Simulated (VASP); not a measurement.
A run of VASP 6.6.1 is set up as follows.

The input INCAR:

```
ALGO     = Normal         # electronic algorithm
EDIFF    = 1E-7           # SCF threshold, eV
EDIFFG   = -0.002         # ionic threshold
ENCUT    = 520            # plane-wave cutoff, eV
GGA      = PE             # functional
IBRION   = 2              # ionic algorithm
ISIF     = 3              # what is computed and relaxed
ISMEAR   = 0              # smearing method
KPAR     = 4            
LASPH    = T              # aspherical terms in the spheres
LCHARG   = F              # write CHGCAR
LREAL    = F              # projectors in reciprocal space
LWAVE    = F              # write WAVECAR
NELM     = 60             # most SCF steps
NSW      = 80             # ionic steps
PREC     = Accurate       # precision mode
SIGMA    = 0.02           # smearing width, eV
```

KPOINTS

```
k-points
0
Gamma
  10 10 10
```

File POSCAR:

```
InP                                     
1.0
   -0.0000000000      2.9788988846      2.9788988846
    2.9788988846     -0.0000000000      2.9788988846
    2.9788988846      2.9788988846      0.0000000000
  In              P             
     1     1
Direct
     0.0000000000000000    0.0000000000000000    0.0000000000000000
     0.2500000000000000    0.2500000000000000    0.2500000000000000
```

Potentials or basis: VASP PAW PBE potentials, release 64 (In_d, P).

The run is started by

```sh
$ cat potpaw_PBE.64/In_d/POTCAR potpaw_PBE.64/P/POTCAR > POTCAR
$ mpirun -np 4 vasp_std > vasp.out
```

Problem. Estimate the band gap on the k mesh.

Solution. 0.44 eV, direct.

Final structure:
```
CELL_PARAMETERS angstrom
0.00000 2.97890 2.97890
2.97890 0.00000 2.97890
2.97890 2.97890 0.00000
ATOMIC_POSITIONS crystal
In 0.00000 0.00000 0.00000
P 0.25000 0.25000 0.25000
```

Caveat: the relaxation stopped at its first step, so nothing moved; spin-orbit coupling is left out, which moves the levels of the heavy elements. Expect the measured gap to be larger: semilocal functionals such as PBE lack the derivative discontinuity.
